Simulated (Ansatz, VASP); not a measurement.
**CaMoO4 (powellite) in two plane-wave programs**

Wanted: the spread between two codes on one cell, functional and k mesh. The cell is taken from a series of runs on this material, whose earlier steps may have relaxed, scaled, displaced or heated it; both programs get it as it stands.

Main program and level: Ansatz 0.2.0; plane waves, with VASP 6.6.1 beside it; relaxation of cell and atoms at r2SCAN.

**1. Starting point**

Symmetry: I4_1/a, No. 88, tetragonal system. Conventional cell: a = 5.224 Å, b = 5.224 Å, c = 11.428 Å, α = 90.00°, β = 90.00°, γ = 90.00°. Nearest to Ca lie 8 O at 2.44 to 2.47 Å. Mo has 4 O at 1.77 Å nearest. Nearest to O lie 1 Mo at 1.77 Å and 2 Ca at 2.44 to 2.47 Å. Farther neighbours and most contacts between anions are not listed.

**2. Ansatz: relaxation of cell and atoms, r2SCAN**

Ansatz runs on its default PAW (the set named soft_2) files.

The relaxed volume is the usual yardstick between codes: in a stiff, nearly cubic crystal its relative difference is about their pressure difference at one cell divided by the bulk modulus.

The input, input.yaml:

```yaml
crystal:
  lattice:
    - [-2.6118, 2.6118, 5.71425]
    - [2.6118, -2.6118, 5.71425]
    - [2.6118, 2.6118, -5.71425]
  atoms:
    - { symbol: Ca, position: [0.75, 0.25, 0.5] }
    - { symbol: Ca, position: [0.0, 0.0, 0.0] }
    - { symbol: Mo, position: [0.25, 0.75, 0.5] }
    - { symbol: Mo, position: [0.5, 0.5, 0.0] }
    - { symbol: O, position: [0.57776, 0.98246, 0.89142] }
    - { symbol: O, position: [0.73246, 0.34104, 0.9047] }
    - { symbol: O, position: [0.09104, 0.68634, 0.10858] }
    - { symbol: O, position: [0.43634, 0.82776, 0.0953] }
    - { symbol: O, position: [0.17224, 0.26754, 0.60858] }
    - { symbol: O, position: [0.01754, 0.90896, 0.5953] }
    - { symbol: O, position: [0.65896, 0.56366, 0.39142] }
    - { symbol: O, position: [0.31366, 0.42224, 0.4047] }
kpoints:
  mp_grid: { grid: [6, 6, 6] }
hamiltonian:
  xc: r2scan
scf:
  occupations: { method: fermi_dirac, width: 0.02 }
relax:
  f_tol: 0.01
  max_steps: 60
  cell: {}
```

Started as:

```
$ ansatz run input.yaml --threads 24 --pin off --max-ram 82944MiB --backend cuda --events-out ev --progress --plain --runs-dir out --devices 1 --max-vram 78GiB
```

Numbers of over 12 decimals in the logs are rounded to 6 here.

The log of the run:

```text
The last accepted step is kept in <dir> (removed where the run ends without a failure and the disk answers)
GPUs: using 1 of 1 available (devices: 1).
Engine: ansatz 0.2.0, aarch64-unknown-linux-gnu
Pseudopotentials: kind: paw
Pseudopotential: Ca, paw, valence charge 10, recommended cutoff 500 eV (meta_gga), Ca.paw.azcp
Pseudopotential: Mo, paw, valence charge 14, recommended cutoff 500 eV (meta_gga), Mo.paw.azcp
Pseudopotential: O, paw, valence charge 6, recommended cutoff 500 eV (meta_gga), O.paw.azcp
Functional definition: r2SCAN
  parameter k0 = 0.174
  parameter k1 = 0.065
  parameter a1 = 4.9479
  exchange = r2scan_x(k0 = k0, k1 = k1, a1 = a1)
  correlation = r2scan_c
concurrent solve slots: 18 of 24 are kept, ahead of what memory takes: no pass of the eigensolver takes more rounds on 18
[...]
Crystal: 12 atoms, lattice volume = 155.919 Å³
Basis set: ecut = 500 eV, 3997 PW (Γ), exchange–correlation on 200×200×200 points (64 copies of the dense FFT grid, shifted against one another)
Bands: 60, of which v1, the nominal top of the filled ones, is band 48 counted from 1 (47 counted from 0)
Symmetry: 8 space group operations
Space group: I41/a (ITA 88), of the structure as read, at distance tolerance 5.4e-5 Å
k-points: 36 of 216
Non-local potential: Ca, projectors of the file, l = 0: 3, l = 1: 2, l = 2: 2
Non-local potential: Mo, projectors of the file, l = 0: 3, l = 1: 2, l = 2: 2, l = 3: 1
Non-local potential: O, projectors of the file, l = 0: 2, l = 1: 2, l = 2: 1
PAW form: soft (Blöchl's): semilocal exchange-correlation on the pseudo side does not see the compensation charge
PAW frozen core: Ca, regenerated for the run's functional (the file was generated under x = pbe(κ = 0.804, μ = 0.219515), c = pbe(β = 0.066725))
PAW frozen core: Mo, regenerated for the run's functional (the file was generated under x = pbe(κ = 0.804, μ = 0.219515), c = pbe(β = 0.066725))
PAW frozen core: O, regenerated for the run's functional (the file was generated under x = pbe(κ = 0.804, μ = 0.219515), c = pbe(β = 0.066725))
PAW one-centre angular grid: Ca, 302 points (default); XC on 160 Gauss nodes
PAW one-centre angular grid: Mo, 590 points (default); XC on 160 Gauss nodes
PAW one-centre angular grid: O, 302 points (default); XC on 160 Gauss nodes
Initial density: superposition of atomic densities (neutral atoms: chi_scale 0, normalization atom), corrected by the library's trained network
Initial wavefunctions: pseudopotential atomic-orbital guess
[...]
Functional: x = r2scan, c = r2scan; τ floored in thin density (d = 2e-4 eV/Å³)
SCF iter   1: F=—  HF=-18139.389134 eV  |F-HF|=—  |Δ(HF+E_count)|=         —  Δρ=1.55e-2  dr2=5.64e-1  dr2_τ=7.73e-1  ethr=1.77e-3  ⟨swp⟩=7.6  Hψ=9201  notcnv=0  defer=6
preconditioner: auto → Resta (q_TF=auto, 2.516 Å⁻¹)  ε∞=4.2  [insulator: Δε(μ)=4.152 eV  Ē_g=14.381 eV  σ=0.020 eV  W_gap=1.00  n_scr=36 (ndim 8)  ℏωp=25.9 eV  f_vac=0.040  D(μ)=0.00/eV (n_scr^D=0)  ε∞_Penn≈4.2]
SCF iter   2: F=—  HF=-18139.473967 eV  |F-HF|=—  |Δ(HF+E_count)|=   8.48e-2  Δρ=8.62e-3  dr2=7.44e-2  dr2_τ=4.67e-2  ethr=5.88e-4  ⟨swp⟩=2.9  Hψ=4133  notcnv=0  defer=288
SCF iter   3: F=—  HF=-18139.463979 eV  |F-HF|=—  |Δ(HF+E_count)|=   9.99e-3  Δρ=3.11e-3  dr2=7.61e-3  dr2_τ=6.33e-4  ethr=7.75e-5  ⟨swp⟩=2.0  Hψ=2880  notcnv=0  defer=108
automatic band count: iteration 3 solves 55 bands in place of 60: the levels show a gap, and the empty bands left out lie too high to hold charge; the band table lists the bands solved (type scf.n_extra_bands for more)
SCF iter   4: F=—  HF=-18139.462677 eV  |F-HF|=—  |Δ(HF+E_count)|=   1.30e-3  Δρ=6.32e-4  dr2=3.26e-4  dr2_τ=7.69e-5  ethr=7.93e-6  ⟨swp⟩=2.0  Hψ=3384  notcnv=0  defer=108
[...]
SCF iter   7: F=-18139.462417 eV  HF=-18139.462417 eV  |F-HF|=1.03e-8  |Δ(HF+E_count)|=   3.16e-7  Δρ=4.10e-6  dr2=3.30e-8  dr2_τ=2.83e-9  ethr=1.04e-10  ⟨swp⟩=4.0  Hψ=6744  notcnv=0
SCF 1 converged in 7 iterations: F = -18139.462417 eV  dr2 = 3.30e-8
  greatest PAW one-centre occupation: 0.997 electrons in one spin orbital (limit 2), on the Mo atom at site 3 (counted from 0), in its partial waves of l = 0
relax step   1: F+E_penalty+E_count = -18139.46241695 eV  Δ(F+E_penalty+E_count) = +0.000e0 eV  max|allowed force component| = 8.305e-2 eV/Å  Δτ_max = 0.0000 Å  P = +0.428 GPa  Ω = 155.919 Å³  (7 SCF iters, dr2 threshold 1.00e-7 eV, accepted)
[...]
relax step   2: F+E_penalty+E_count = -18139.46581928 eV  Δ(F+E_penalty+E_count) = -3.402e-3 eV  max|allowed force component| = 4.381e-2 eV/Å  Δτ_max = 0.0188 Å  P = +0.069 GPa  Ω = 155.511 Å³  energy of the carried Pulay correction = +2.122e-4 eV  (6 SCF iters, dr2 threshold 8.23e-7 eV, accepted)
[...]
relax step   3: F+E_penalty+E_count = -18139.46638686 eV  Δ(F+E_penalty+E_count) = -5.676e-4 eV  max|allowed force component| = 2.017e-2 eV/Å  Δτ_max = 0.0065 Å  P = +0.009 GPa  Ω = 155.283 Å³  energy of the carried Pulay correction = +3.311e-4 eV  (6 SCF iters, dr2 threshold 1.20e-7 eV, accepted)
[...]
relax step   4: F+E_penalty+E_count = -18139.46642708 eV  Δ(F+E_penalty+E_count) = -4.022e-5 eV  max|allowed force component| = 1.067e-3 eV/Å  Δτ_max = 0.0014 Å  P = +0.005 GPa  Ω = 155.434 Å³  energy of the carried Pulay correction = +2.524e-4 eV  (6 SCF iters, dr2 threshold 2.54e-8 eV, accepted)
[...]
relax step   5: F+E_penalty+E_count = -18139.46616034 eV  Δ(F+E_penalty+E_count) = +2.667e-4 eV  max|allowed force component| = 1.081e-3 eV/Å  Δτ_max = 0.0000 Å  P = +0.006 GPa  Ω = 155.434 Å³  stress off target by 1.45e-2 GPa  SCF on the basis re-selected at this cell (its energy is not comparable with the rows above)  (4 SCF iters)
[...]
atom   1  Ca     0.00000000     0.00000000     0.00000000
  atom   2  Ca     0.00000000     0.00000000     0.00000000
  atom   3  Mo     0.00000000     0.00000000     0.00000000
  atom   4  Mo     0.00000000    -0.00000000     0.00000000
  atom   5  O      0.00108140     0.00036377    -0.00093323
  atom   6  O     -0.00036377     0.00108140    -0.00093323
  atom   7  O     -0.00108140    -0.00036377    -0.00093323
  atom   8  O      0.00036377    -0.00108140    -0.00093323
  atom   9  O     -0.00108140    -0.00036377     0.00093323
  atom  10  O      0.00036377    -0.00108140     0.00093323
  atom  11  O      0.00108140     0.00036377     0.00093323
  atom  12  O     -0.00036377     0.00108140     0.00093323
  max |Σ_I F_I| component: 1.08e-18 eV/Å
--- Stress (GPa, compression-positive) ---
        0.001917       0.000011       0.000000
       -0.000011       0.001917       0.000000
        0.000000      -0.000000       0.014527
  P = ⅓ Tr σ = 0.0061 GPa (0.061 kbar)
--- Band table (eV; the first three rows and the last of 36) ---
  k-point 0: bands = [... 44 lower, 5.9718, 6.3002, 6.6298, 6.6298, 10.4363, 10.8525, 11.1671, 11.1939, ... 8 higher]
  k-point 1: bands = [... 44 lower, 6.0705, 6.2413, 6.3778, 6.5390, 10.5477, 10.9335, 11.1096, 11.2650, ... 8 higher]
  k-point 2: bands = [... 44 lower, 5.8448, 6.1023, 6.2472, 6.3508, 10.6765, 10.8982, 11.1111, 11.3173, ... 8 higher]
  k-point 35: bands = [... 44 lower, 6.1874, 6.1874, 6.5717, 6.5717, 10.6512, 10.6512, 10.9261, 10.9261, ... 8 higher]
--- Relaxed structure (4 steps of the walk, 4 accepted, 1 SCFs on fresh bases) ---
  F+E_penalty+E_count = -18139.46616034 eV   max|allowed force component| = 1.081e-3 eV/Å   (the final SCF, on the basis selected at the relaxed cell)
  cell:  # Å, volume = 155.4340 Å³
    - [-2.613242, 2.613242, 5.690189]
    - [2.613242, -2.613242, 5.690189]
    - [2.613242, 2.613242, -5.690189]
  atoms:
    - { symbol: Ca, position: [0.750000, 0.25, 0.500000] }
    - { symbol: Ca, position: [0, 0, 0] }
    - { symbol: Mo, position: [0.25, 0.750000, 0.500000] }
    - { symbol: Mo, position: [0.500000, 0.500000, 0] }
    - { symbol: O, position: [0.577281, 0.985265, 0.892973] }
    - { symbol: O, position: [0.735265, 0.342292, 0.907984] }
    - { symbol: O, position: [0.092292, 0.684308, 0.107027] }
    - { symbol: O, position: [0.434308, 0.827281, 0.092016] }
    - { symbol: O, position: [0.172719, 0.264735, 0.607027] }
    - { symbol: O, position: [0.014735, 0.907708, 0.592016] }
    - { symbol: O, position: [0.657708, 0.565692, 0.392973] }
    - { symbol: O, position: [0.315692, 0.422719, 0.407984] }
```

In the SCF lines HF is the Harris–Foulkes energy and dr2 the Hartree energy of the density residual, in eV; the loop may stop once dr2 is under the threshold and the program's other checks hold. Hψ counts applications of the Hamiltonian.

(Continued in part 2 of 2.)

[Lines on the potential files, build, host, timing and source positions are cut from VASP's logs without a mark.]

[Logs are printed without paths, hosts, clocks, repeated set-up lines and the standing remarks that a program may print on its own settings, such as how far it seeks lower states.]

[Hosts, paths, dates, database ids (printed as entryN), source tags and the programs' standing remarks are cut or masked in the printed files.]
